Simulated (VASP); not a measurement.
Output of a VASP run:

**OSZICAR**
```
       N       E                     dE             d eps       ncg     rms          rms(c)
DAV:   1     0.526307440996E+02    0.52631E+02   -0.76948E+03   576   0.120E+03
DAV:   2    -0.315598974267E+02   -0.84191E+02   -0.78436E+02   876   0.227E+02
DAV:   3    -0.357256615100E+02   -0.41658E+01   -0.41456E+01   764   0.531E+01
DAV:   4    -0.357593135556E+02   -0.33652E-01   -0.33648E-01   636   0.575E+00
DAV:   5    -0.357597695101E+02   -0.45595E-03   -0.45594E-03   748   0.688E-01    0.117E+01
DAV:   6    -0.313756392191E+02    0.43841E+01   -0.15414E+01   692   0.298E+01    0.427E+00
DAV:   7    -0.313474378886E+02    0.28201E-01   -0.55980E-01   632   0.595E+00    0.284E+00
DAV:   8    -0.313159554666E+02    0.31482E-01   -0.74941E-02   648   0.284E+00    0.445E-01
DAV:   9    -0.313117761617E+02    0.41793E-02   -0.16494E-02   728   0.957E-01    0.236E-01
DAV:  10    -0.313120645386E+02   -0.28838E-03   -0.11505E-03   668   0.266E-01    0.140E-01
DAV:  11    -0.313120098352E+02    0.54703E-04   -0.13447E-04   680   0.940E-02    0.292E-02
DAV:  12    -0.313120093951E+02    0.44009E-06   -0.25696E-06   608   0.175E-02
   1 F= -.31312009E+02 E0= -.31312009E+02  d E =-.313120E+02
```

**OUTCAR**
```
------------------------ aborting loop because EDIFF is reached ----------------------------------------
  FORCE on cell =-STRESS in cart. coord.  units (eV):
  Direction    XX          YY          ZZ          XY          YZ          ZX
  --------------------------------------------------------------------------------------
  Total        0.0297114      0.0297114     -0.0564917      0.0000000     -0.0000000     -0.0000000
  in kB        1.1378867      1.1378864     -2.1635177      0.0000000     -0.0000000     -0.0000000
  external PRESSURE =       0.0374185 kB  Pullay stress =       0.0000000 kB
  volume of cell :       41.83
      direct lattice vectors                 reciprocal lattice vectors
     3.111783800  0.000000000  0.000000000     0.321359087  0.185536784  0.000000000
    -1.555891900  2.694883411  0.000000000     0.000000000  0.371073567  0.000000000
     0.000000000  0.000000000  4.988676245     0.000000000  0.000000000  0.200453978
  FREE ENERGIE OF THE ION-ELECTRON SYSTEM (eV)
  ---------------------------------------------------
  free  energy   TOTEN  =       -31.3120093951 eV

  energy  without entropy=      -31.3120093951  energy(sigma->0) =      -31.31200940

 reached required accuracy - stopping structural energy minimisation
```
(Selected blocks of OUTCAR.)

File POSCAR:
```
AlN
1
    3.1117838002     0.0000000000     0.0000000000
   -1.5558919001     2.6948834108    -0.0000000000
    0.0000000000    -0.0000000000     4.9886762455
Al N
2 2
Direct
  0.6666670000   0.3333330000   0.4992566334
  0.3333330000   0.6666670000   0.9992566334
  0.6666670000   0.3333330000   0.8807433666
  0.3333330000   0.6666670000   0.3807433666
```

**Question.** Write an INCAR and KPOINTS that could have produced this output.

**Answer.** Several could match; the one computed here: the input of the run itself, PBEsol GGA, plane waves, VASP's PBE PAW potentials (set 64).

File KPOINTS:
```
Automatic
0
gamma
7 7 4
0 0 0
```

### INCAR
```
SYSTEM = AlN
PREC = Accurate; ENCUT = 520; LREAL = .False.
LASPH = .True.
EDIFF = 1E-6; NELM = 100; ALGO = Normal
ISMEAR = 0; SIGMA = 0.05
GGA = PS
IBRION = 2; NSW = 60; ISIF = 3
EDIFFG = -0.02
LWAVE = .False.; LCHARG = .False.
```

POTCAR, in this order: Al N (PBE.64 set). Program: vasp_std.

The structure comes from a computed database's AlN entry (P6_3mc); how it stands against other phases isn't given here. It was relaxed first. The start is the result of an earlier pass.
